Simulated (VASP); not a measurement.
Method: PBE GGA with D3 dispersion (zero damping), VASP's PBE PAW potentials (set 64) (plane waves; VASP 6.6.1).

The input files of a VASP run:

### INCAR
```
SYSTEM = WSi2
PREC = Accurate; ENCUT = 520; LREAL = .FALSE.
LASPH = .TRUE.
EDIFF = 1E-7; NELM = 100; ALGO = Normal
LMAXMIX = 6
ISMEAR = 1; SIGMA = 0.1
GGA = PE; IVDW = 11
IBRION = 2; NSW = 30; ISIF = 4
EDIFFG = -0.01
LWAVE = .FALSE.; LCHARG = .FALSE.
```

**POSCAR**
```
WSi2
1.0
 -1.5858592476   1.5858592476   3.8716444494
  1.5858592476  -1.5858592476   3.8716444494
  1.5858592476   1.5858592476  -3.8716444494
Si W
2 1
Cart
  0.0000000000  -0.0000000000   5.1554091191
 -0.0000000000   0.0000000000   2.5878797797
  0.0000000000   0.0000000000   0.0000000000
```

### KPOINTS
```
Regular mesh
0
Gamma
 13 13 13
0 0 0
```

POTCAR, in this order: Si W_sv (PBE.64 set). Program: vasp_std.

What VASP printed:

File OUTCAR:
```
 ion  position               nearest neighbor table
   1  0.666  0.666  0.000-   2 2.57   3 2.58   3 2.58   3 2.58   3 2.58   3 2.59   2 2.59   2 2.59
                             2 2.59   2 2.59
   2  0.334  0.334  0.000-   1 2.57   3 2.58   3 2.58   3 2.58   3 2.58   3 2.59   1 2.59   1 2.59
                             1 2.59   1 2.59
   3  0.000  0.000  0.000-   1 2.58   1 2.58   1 2.58   2 2.58   1 2.58   2 2.58   2 2.58   2 2.58
                             1 2.59   2 2.59
  LATTYP: Found a body centered tetragonal cell.
 ALAT       =     3.1717184952
 C/A-ratio  =     2.4413543984
 Subroutine PRICEL returns:
 Original cell was already a primitive cell.
 Subroutine GETGRP returns: Found 16 space group operations
The static configuration has the point symmetry D_4h.
The dynamic configuration has the point symmetry D_4h.
 Subroutine INISYM returns: Found 16 space group operations
 Subroutine IBZKPT returns following result:
 Found    196 irreducible k-points:

 Following reciprocal coordinates:
            Coordinates               Weight
  0.000000  0.000000  0.000000      1.000000
  0.076923  0.000000 -0.000000      8.000000
  0.153846 -0.000000  0.000000      8.000000
  0.230769  0.000000  0.000000      8.000000
  0.307692 -0.000000  0.000000      8.000000
  0.384615  0.000000 -0.000000      8.000000
  0.461538  0.000000 -0.000000      8.000000
  0.076923  0.076923 -0.000000      8.000000
  0.153846  0.076923 -0.000000     16.000000
  0.230769  0.076923  0.000000     16.000000
  0.307692  0.076923  0.000000     16.000000
  0.384615  0.076923  0.000000     16.000000
  0.461538  0.076923 -0.000000     16.000000
 -0.461538  0.076923  0.000000     16.000000
 -0.384615  0.076923  0.000000     16.000000
 -0.307692  0.076923 -0.000000     16.000000
 -0.230769  0.076923  0.000000     16.000000
 -0.153846  0.076923 -0.000000     16.000000
 -0.076923  0.076923  0.000000      4.000000
...
```

OSZICAR:
```
       N       E                     dE             d eps       ncg     rms          rms(c)
DAV:   1     0.126983522056E+03    0.12698E+03   -0.11258E+04  5880   0.149E+03
DAV:   2    -0.214757522893E+02   -0.14846E+03   -0.14663E+03  6720   0.361E+02
DAV:   3    -0.255290732163E+02   -0.40533E+01   -0.39171E+01  7798   0.516E+01
DAV:   4    -0.255610329718E+02   -0.31960E-01   -0.31939E-01  6727   0.517E+00
DAV:   5    -0.255614153303E+02   -0.38236E-03   -0.38235E-03  7917   0.567E-01    0.274E+01
DAV:   6    -0.248353588272E+02    0.72606E+00   -0.40131E+00  7112   0.154E+01    0.990E+00
DAV:   7    -0.247551963291E+02    0.80162E-01   -0.21953E-01  6566   0.295E+00    0.463E+00
DAV:   8    -0.247358486468E+02    0.19348E-01   -0.35213E-02  7693   0.169E+00    0.308E-01
DAV:   9    -0.247354419885E+02    0.40666E-03   -0.11529E-03  6958   0.277E-01    0.171E-01
DAV:  10    -0.247353715977E+02    0.70391E-04   -0.27600E-04  7301   0.168E-01    0.380E-02
DAV:  11    -0.247353673993E+02    0.41984E-05   -0.29055E-05  7301   0.448E-02    0.132E-02
DAV:  12    -0.247353674802E+02   -0.80906E-07   -0.11239E-06  7245   0.832E-03    0.344E-03
DAV:  13    -0.247353668781E+02    0.60210E-06   -0.18318E-07  5459   0.453E-03    0.460E-04
DAV:  14    -0.247353668226E+02    0.55453E-07   -0.14651E-08  3500   0.123E-03
   1 F= -.25936224E+02 E0= -.25936189E+02  d E =-.259362E+02
       N       E                     dE             d eps       ncg     rms          rms(c)
DAV:   1    -0.247382462375E+02   -0.28794E-02   -0.98124E-02  6741   0.321E+00    0.277E-01
DAV:   2    -0.247360500897E+02    0.21961E-02   -0.44346E-03  7161   0.548E-01    0.150E-01
DAV:   3    -0.247353756500E+02    0.67444E-03   -0.16234E-03  7539   0.317E-01    0.446E-02
DAV:   4    -0.247353667494E+02    0.89006E-05   -0.90378E-05  6265   0.774E-02    0.172E-02
DAV:   5    -0.247353652917E+02    0.14577E-05   -0.33138E-06  7826   0.128E-02    0.893E-03
DAV:   6    -0.247353652260E+02    0.65637E-07   -0.72481E-07  7084   0.578E-03
   2 F= -.25936554E+02 E0= -.25936522E+02  d E =-.329587E-03
       N       E                     dE             d eps       ncg     rms          rms(c)
DAV:   1    -0.247360905025E+02   -0.72521E-03   -0.13994E-02  6755   0.121E+00    0.105E-01
DAV:   2    -0.247357800823E+02    0.31042E-03   -0.62397E-04  7182   0.207E-01    0.565E-02
DAV:   3    -0.247356840176E+02    0.96065E-04   -0.23498E-04  7539   0.120E-01    0.166E-02
DAV:   4    -0.247356829369E+02    0.10807E-05   -0.12681E-05  6251   0.287E-02    0.650E-03
DAV:   5    -0.247356827064E+02    0.23049E-06   -0.45787E-07  7770   0.474E-03    0.340E-03
DAV:   6    -0.247356826712E+02    0.35242E-07   -0.94040E-08  3504   0.216E-03
   3 F= -.25936750E+02 E0= -.25936714E+02  d E =-.525625E-03
       N       E                     dE             d eps       ncg     rms          rms(c)
DAV:   1    -0.247358271467E+02   -0.14444E-03   -0.27371E-03  6790   0.443E-01    0.375E-02
DAV:   2    -0.247357955768E+02    0.31570E-04   -0.10406E-04  7007   0.821E-02    0.190E-02
DAV:   3    -0.247357866077E+02    0.89691E-05   -0.21738E-05  7469   0.360E-02    0.508E-03
DAV:   4    -0.247357863378E+02    0.26984E-06   -0.17449E-06  6944   0.104E-02    0.277E-03
DAV:   5    -0.247357862882E+02    0.49627E-07   -0.57165E-08  3570   0.184E-03
   4 F= -.25936779E+02 E0= -.25936744E+02  d E =-.292875E-04
```

**OUTCAR**
```
------------------------ aborting loop because EDIFF is reached ----------------------------------------
 Edisp (eV)   -1.20099
  FORCE on cell =-STRESS in cart. coord.  units (eV):
  Direction    XX          YY          ZZ          XY          YZ          ZX
  --------------------------------------------------------------------------------------
  Total       1.84062     1.84062     1.85175     0.00000    -0.00000     0.00000
  in kB      75.71653    75.71653    76.17420     0.00000    -0.00000     0.00000
  external pressure =       75.87 kB  Pullay stress =        0.00 kB
  volume of cell :       38.95
      direct lattice vectors                 reciprocal lattice vectors
    -1.584460484  1.584460484  3.878483250     0.000000000  0.315564828  0.128916375
     1.584460484 -1.584460484  3.878483250     0.315564828  0.000000000  0.128916375
     1.584460484  1.584460484 -3.878483250     0.315564828  0.315564828  0.000000000
 POSITION                                       TOTAL-FORCE (eV/Angst)
 -----------------------------------------------------------------------------------
      1.58446      1.58446      1.28962         0.000000      0.000000     -0.005162
      0.00000      0.00000      2.58887        -0.000000     -0.000000      0.005162
      0.00000      0.00000     -0.00000         0.000000      0.000000      0.000000
 -----------------------------------------------------------------------------------
    total drift:                               -0.000000      0.000000     -0.000000
  FREE ENERGIE OF THE ION-ELECTRON SYSTEM (eV)
  ---------------------------------------------------
  free  energy   TOTEN  =       -25.9367790445 eV

  energy  without entropy=      -25.9366741896  energy(sigma->0) =      -25.93674409

 reached required accuracy - stopping structural energy minimisation
```
(Selected blocks of OUTCAR.)

**CONTCAR**
```
WSi2
   1.00000000000000
    -1.5844604842031411    1.5844604842031411    3.8784832503754494
     1.5844604842031411   -1.5844604842031411    3.8784832503754494
     1.5844604842031411    1.5844604842031411   -3.8784832503754494
  Si              W
     2     1
Direct
     0.6662525558764055    0.6662525558764055    1.0000000000000000
     0.3337474441235944    0.3337474441235944    0.0000000000000000
     0.0000000000000000    0.0000000000000000    0.0000000000000000
```

**OUTCAR**
```
 val. band max:       12.5109218004   @ k =  -0.3846  -0.4615   0.3846

 cond. band min:      12.5791884838   @ k =  -0.3846  -0.4615   0.3077


 Fermi energy:        12.5541755776

 k-point     1 :       0.0000    0.0000    0.0000
  band No.  band energies     occupation
      1     -61.2579      2.00000
      2     -25.5635      2.00000
      3     -25.5118      2.00000
      4     -25.5118      2.00000
      5      -1.8964      2.00000
      6       5.4178      2.00000
      7       8.7543      2.00000
      8       9.0175      2.00000
      9       9.5638      2.00000
     10       9.5638      2.00000
     11      13.2054     -0.00000
     12      15.2730      0.00000
     13      15.4908      0.00000
     14      15.7734      0.00000
     15      15.7734      0.00000

 k-point     2 :       0.0769    0.0000   -0.0000
  band No.  band energies     occupation
      1     -61.2573      2.00000
      2     -25.5624      2.00000
      3     -25.5268      2.00000
      4     -25.5105      2.00000
      5      -1.7791      2.00000
      6       5.4356      2.00000
      7       8.3540      2.00000
      8       9.0251      2.00000
      9       9.6420      2.00000
     10       9.7258      2.00000
     11      12.7450     -0.02127
     12      15.1469      0.00000
     13      15.3958      0.00000
     14      15.6486      0.00000
     15      16.2973      0.00000

 k-point     3 :       0.1538   -0.0000    0.0000
  band No.  band energies     occupation
      1     -61.2558      2.00000
      2     -25.5681      2.00000
      3     -25.5591      2.00000
      4     -25.5067      2.00000
      5      -1.4327      2.00000
      6       5.4492      2.00000
      7       7.6274      2.00000
      8       8.9726      2.00000
      9       9.8659      2.00000
     10       9.8970      2.00000
     11      11.9305      2.00000
     12      14.3654     -0.00000
     13      15.0047      0.00000
     14      16.5077      0.00000
     15      17.0626      0.00000
...
```

Unless said otherwise, spin-orbit coupling is left out, though it shifts the bands of the heavy elements here.

The compound is WSi2 in the MoSi2 type structure. This cell is one point of a volume scan, at 0.97 of the reference volume. Symmetry was kept, so distortions that lower it aren't found.
